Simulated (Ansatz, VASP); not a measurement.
**Two plane-wave programs on Sc3Te**

The input INCAR:

```
SYSTEM = Sc3Te
PREC = Accurate
ENCUT = 520
EDIFF = 1E-6
ISMEAR = 0
SIGMA = 0.1
LREAL = .False.
LASPH = .True.
NELM = 100
ALGO = Normal
ISIF = 2
LWAVE = .False.
LCHARG = .True.
GGA = PE
LELF = .True.
LVHAR = .True.
NBANDS = 28
```

KPOINTS

```
Automatic mesh
0
Gamma
  4 4 4
  0 0 0
```

Contents of POSCAR:

```
Sc3Te
1.0
    0.0000000000      3.5682048700      3.5682048700
    3.5682048700      0.0000000000      3.5682048700
    3.5682048700      3.5682048700      0.0000000000
Sc Te
3 1
Direct
    0.2500000000      0.2500000000      0.2500000000
    0.7500000000      0.7500000000      0.7500000000
    0.5000000000      0.5000000000      0.5000000000
    0.0000000000      0.0000000000      0.0000000000
```

Input for Ansatz:

```yaml
crystal:
  lattice:
    - [0.0, 3.56820487, 3.56820487]
    - [3.56820487, 0.0, 3.56820487]
    - [3.56820487, 3.56820487, 0.0]
  atoms:
    - { symbol: Sc, position: [0.25, 0.25, 0.25] }
    - { symbol: Sc, position: [0.75, 0.75, 0.75] }
    - { symbol: Sc, position: [0.5, 0.5, 0.5] }
    - { symbol: Te, position: [0.0, 0.0, 0.0] }
basis:
  ecutwfc: 420
kpoints:
  mp_grid: { grid: [4, 4, 4] }
hamiltonian:
  xc: pbe
scf:
  occupations: { method: gaussian, width: 0.1 }
  lower_state_search: "off"
output:
  forces: true
  stress: true
  eigenvalues: true
```

Alike in both runs: task single point; functional PBE; k mesh 4 × 4 × 4; occupations gaussian, width 0.1 eV; no spin polarisation.

```csv
,VASP,Ansatz
version,VASP 6.6.1,Ansatz 0.2.0
potentials or method,"VASP PAW PBE potentials, release 64 (Sc_sv, Te)","scalar-relativistic, plane waves, PAW"
plane-wave cutoff (eV),520,420
valence electrons in the cell,39,49
```

|  | VASP | Ansatz | Ansatz less VASP |
| --- | --- | --- | --- |
| gap on the k mesh at the Fermi level (eV) | none | none | - |
| pressure (GPa) | -0.1 | -0.1 | -0.06 |

A gap of «none» marks a metal or a gap that the smearing closes. With one functional, cell and mesh, what is left measures potentials, basis and numerics. The two sets of potentials don't hold the same shells in valence.

Caveats: the k mesh is coarse (spacing up to 0.38 Å⁻¹), so the values aren't converged. Spin-orbit coupling is left out, which matters for the levels of Te.
